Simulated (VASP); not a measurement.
An input for Quantum ESPRESSO's pw.x (written as the equivalent of a VASP run, and not itself run):

```
&CONTROL
  calculation = 'vc-relax'
  pseudo_dir = './pseudo'
  outdir = './out'
  tprnfor = .true.
  tstress = .true.
  nstep = 60
  forc_conv_thr = 0.00078
/
&SYSTEM
  ibrav = 0
  nat = 4
  ntyp = 2
  ecutwfc = 84
  occupations = 'smearing'
  smearing = 'methfessel-paxton'
  degauss = 0.00735
  input_dft = 'pbesol'
/
&ELECTRONS
  conv_thr = 7.3e-08
  electron_maxstep = 100
/
&IONS
/
&CELL
/
ATOMIC_SPECIES
  Zr 91.224 Zr.upf
  N 14.007 N.upf
CELL_PARAMETERS angstrom
     3.5256019   -0.0000000    0.0000000
    -1.7628010    3.0532609   -0.0000000
     0.0000000    0.0000000    5.5303491
ATOMIC_POSITIONS crystal
  Zr   0.3333330  0.6666670  0.9972907
  Zr   0.6666670  0.3333330  0.4972907
  N    0.3333330  0.6666670  0.3777093
  N    0.6666670  0.3333330  0.8777093
K_POINTS automatic
  9 9 5 0 0 0
```

Q: Translate this input to VASP (INCAR, KPOINTS, POSCAR, choice of POTCAR).

A: Several could match; the one computed here: 
KPOINTS:
```
K-points
0
Gamma
9 9 5
```

**INCAR**
```
SYSTEM = ZrN
PREC = Accurate
ENCUT = 520
EDIFF = 1E-6
NELM = 100
ALGO = Normal
LREAL = .FALSE.
LASPH = .TRUE.
ISMEAR = 1
SIGMA = 0.1
GGA = PS
LMAXMIX = 4
LWAVE = .FALSE.
LCHARG = .FALSE.
IBRION = 2
ISIF = 3
NSW = 60
EDIFFG = -0.02
```

File POSCAR:
```
ZrN
1
    3.5256019186    -0.0000000000     0.0000000000
   -1.7628009593     3.0532608677    -0.0000000000
    0.0000000000     0.0000000000     5.5303490777
Zr N
2 2
Direct
  0.3333330000   0.6666670000   0.9972906614
  0.6666670000   0.3333330000   0.4972906614
  0.3333330000   0.6666670000   0.3777093386
  0.6666670000   0.3333330000   0.8777093386
```

POTCAR, in this order: Zr_sv N (PBE.64 set). Program: vasp_std.

The two are equivalent in intent, not identical: the potentials are each code's own (VASP's PAW set, PseudoDojo norm-conserving files in pw.x), so ENCUT and ecutwfc are chosen apart and not converted; conv_thr bounds pw.x's estimated SCF error, while EDIFF bounds the energy change between steps; forc_conv_thr acts on force components and is met together with etot_conv_thr.

The structure was generated: ZrN was put into the wurtzite type (P6_3mc), which need not be its known phase. This run relaxes it. Symmetry was kept, so distortions that lower it aren't found. The start is the result of an earlier pass.
